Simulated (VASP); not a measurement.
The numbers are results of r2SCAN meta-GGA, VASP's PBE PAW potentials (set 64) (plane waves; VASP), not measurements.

A VASP calculation is set up with these files.

**POSCAR**
```
TiC
2.1443970
  0.0000000000   0.9999998269   0.9999998269
  0.9999998269   0.0000000000   0.9999998269
  0.9999998269   0.9999998269   0.0000000000
Ti C
1 1
Cart
  0.0000000000   0.0000000000   0.0000000000
  0.9999998269   0.9999998269   0.9999998269
```

### KPOINTS
```
Regular mesh
0
gamma
 14 14 14
0 0 0
```

### INCAR
```
# general
SYSTEM  = TiC
PREC    = Accurate
ENCUT   = 520
LREAL   = .FALSE.
LASPH   = .TRUE.

# electronic loop
EDIFF   = 1E-7
NELM    = 100
ALGO    = Normal
LMAXMIX = 4
LMIXTAU = .TRUE.

# smearing
ISMEAR  = 1
SIGMA   = 0.1

# functional
METAGGA = R2SCAN

# ions
ISIF    = 2

# output
LWAVE   = .FALSE.
LCHARG  = .FALSE.
```

POTCAR, in this order: Ti_sv C (PBE.64 set). Program: vasp_std.

The run wrote:

### OSZICAR
```
       N       E                     dE             d eps       ncg     rms          rms(c)
DAV:   1     0.114125705051E+03    0.11413E+03   -0.86165E+03  2496   0.165E+03
DAV:   2    -0.234502680654E+02   -0.13758E+03   -0.13141E+03  2588   0.397E+02
DAV:   3    -0.333241221078E+02   -0.98739E+01   -0.95224E+01  3312   0.101E+02
DAV:   4    -0.338313543759E+02   -0.50723E+00   -0.50628E+00  3320   0.215E+01
DAV:   5    -0.338491317173E+02   -0.17777E-01   -0.17776E-01  3352   0.345E+00    0.201E+01
DAV:   6    -0.245063387462E+02    0.93428E+01   -0.26656E+01  3152   0.853E+01    0.512E+00
DAV:   7    -0.247970869703E+02   -0.29075E+00   -0.36309E+00  2792   0.274E+01    0.469E+00
DAV:   8    -0.248149537462E+02   -0.17867E-01   -0.37265E-01  2908   0.776E+00    0.216E+00
DAV:   9    -0.248782240905E+02   -0.63270E-01   -0.10164E-01  2652   0.489E+00    0.143E+00
DAV:  10    -0.248518982138E+02    0.26326E-01   -0.99762E-02  3196   0.487E+00    0.437E-01
DAV:  11    -0.248493244351E+02    0.25738E-02   -0.73909E-03  3084   0.883E-01    0.117E-01
DAV:  12    -0.248522351836E+02   -0.29107E-02   -0.53460E-03  2528   0.850E-01    0.490E-02
DAV:  13    -0.248526784762E+02   -0.44329E-03   -0.62132E-04  2640   0.274E-01    0.408E-02
DAV:  14    -0.248526187911E+02    0.59685E-04   -0.10365E-04  3276   0.128E-01    0.136E-02
DAV:  15    -0.248526618198E+02   -0.43029E-04   -0.28627E-05  2888   0.565E-02    0.611E-03
DAV:  16    -0.248526549532E+02    0.68666E-05   -0.39559E-06  3020   0.223E-02    0.618E-03
DAV:  17    -0.248526555234E+02   -0.57022E-06   -0.18235E-07  2220   0.567E-03    0.399E-03
DAV:  18    -0.248526540773E+02    0.14461E-05   -0.75425E-07  3332   0.136E-02    0.872E-04
DAV:  19    -0.248526551530E+02   -0.10757E-05   -0.26376E-08  1316   0.233E-03    0.344E-04
DAV:  20    -0.248526547816E+02    0.37141E-06   -0.61215E-09  1292   0.103E-03    0.118E-04
DAV:  21    -0.248526551059E+02   -0.32428E-06   -0.34430E-09  1288   0.653E-04    0.134E-04
DAV:  22    -0.248526549681E+02    0.13778E-06   -0.73029E-10  1292   0.387E-04    0.730E-05
DAV:  23    -0.248526549495E+02    0.18674E-07   -0.30223E-10  1272   0.211E-04
   1 F= -.24852655E+02 E0= -.24852665E+02  d E =0.304320E-04
```

File OUTCAR:
```
------------------------ aborting loop because EDIFF is reached ----------------------------------------
  FORCE on cell =-STRESS in cart. coord.  units (eV):
  Direction    XX          YY          ZZ          XY          YZ          ZX
  --------------------------------------------------------------------------------------
  Total        1.0478115      1.0478115      1.0478115     -0.0000000      0.0000000      0.0000000
  in kB       85.1232879     85.1232879     85.1232879     -0.0000000      0.0000000      0.0000000
  external PRESSURE =      85.1232879 kB  Pullay stress =       0.0000000 kB
  volume of cell :       19.72
      direct lattice vectors                 reciprocal lattice vectors
     0.000000000  2.144396629  2.144396629    -0.233165821  0.233165821  0.233165821
     2.144396629  0.000000000  2.144396629     0.233165821 -0.233165821  0.233165821
     2.144396629  2.144396629  0.000000000     0.233165821  0.233165821 -0.233165821
 POSITION                                       TOTAL-FORCE (eV/Angst)
 -----------------------------------------------------------------------------------
      0.00000      0.00000      0.00000         0.000000     -0.000000     -0.000000
      2.14440      2.14440      2.14440         0.000000      0.000000      0.000000
 -----------------------------------------------------------------------------------
    total drift:                                0.000000     -0.000000     -0.000000
  FREE ENERGIE OF THE ION-ELECTRON SYSTEM (eV)
  ---------------------------------------------------
  free  energy   TOTEN  =       -24.8526549495 eV

  energy  without entropy=      -24.8526853814  energy(sigma->0) =      -24.85266509
```
(Selected blocks of OUTCAR.)

File OUTCAR:
```
 val. band max:        9.7479358512   @ k =   0.1429   0.1429   0.0000

 cond. band min:       9.8722334839   @ k =   0.3571   0.2857   0.0000


 Fermi energy:         9.8455129328

 k-point     1 :       0.0000    0.0000    0.0000
  band No.  band energies     occupation
      1     -49.0398      2.00000
      2     -24.0022      2.00000
      3     -24.0021      2.00000
      4     -24.0021      2.00000
      5      -3.5042      2.00000
      6      10.7220     -0.00000
      7      10.7220     -0.00000
      8      10.7221     -0.00000
      9      11.5467     -0.00000
     10      11.5467     -0.00000
     11      11.5467     -0.00000
     12      11.6286     -0.00000

 k-point     2 :       0.0714    0.0000    0.0000
  band No.  band energies     occupation
      1     -49.0356      2.00000
      2     -24.0318      2.00000
      3     -24.0048      2.00000
      4     -24.0047      2.00000
      5      -3.3813      2.00000
      6      10.0464     -0.01554
      7      10.2472     -0.00000
      8      10.2473     -0.00000
      9      10.9810     -0.00000
     10      10.9810     -0.00000
     11      11.9445      0.00000
     12      12.8532      0.00000

 k-point     3 :       0.1429    0.0000    0.0000
  band No.  band energies     occupation
      1     -49.0237      2.00000
      2     -24.1141      2.00000
      3     -24.0120      2.00000
      4     -24.0120      2.00000
      5      -3.0230      2.00000
      6       8.8755      2.00000
      7       9.2168      2.00000
      8       9.2168      2.00000
      9      11.2091     -0.00000
     10      11.2091     -0.00000
     11      12.3942      0.00000
     12      14.1858      0.00000

 k-point     4 :       0.2143    0.0000    0.0000
  band No.  band energies     occupation
      1     -49.0064      2.00000
      2     -24.2313      2.00000
      3     -24.0224      2.00000
      4     -24.0224      2.00000
      5      -2.4595      2.00000
      6       7.5667      2.00000
...
```

The compound is TiC in the rock salt structure. This cell is one point of a volume scan, at 0.97 of the reference volume.
